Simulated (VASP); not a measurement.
Energy against volume of Gd (hcp). These are vdW-DF2, VASP's PBE PAW potentials (set 64) (plane waves; VASP 6.6.1) values and carry that method's errors. Numerical set-up: 520 eV cut-off, 11×11×7 Γ-centred mesh, first-order Methfessel-Paxton smearing of 0.10 eV, potentials Gd_3.

The 4f electrons are frozen in the core of the lanthanide potential, so 4f levels, which can set the real gap, and their magnetism are missing.

Shape and ions are relaxed at each volume.

```
V (Å³/atom)  E (eV/atom)
-----------  -----------
32.438          -1.44670
33.473          -1.45796
34.508          -1.46099
35.544          -1.45664
```

Fit these four points and predict the energy of the run at 36.579 Å³/atom.

A cubic in V^(−2/3), the third-order Birch-Murnaghan form, passes through the four points with V0 = 34.40 Å³/atom and B0 = 38 GPa, and gives -1.4457 eV/atom there. The run gave -1.4456 eV/atom, +0.0 meV/atom from the fit; all five points give B0 = 38 GPa.

The compound is Gd in the hcp structure. It was relaxed first.
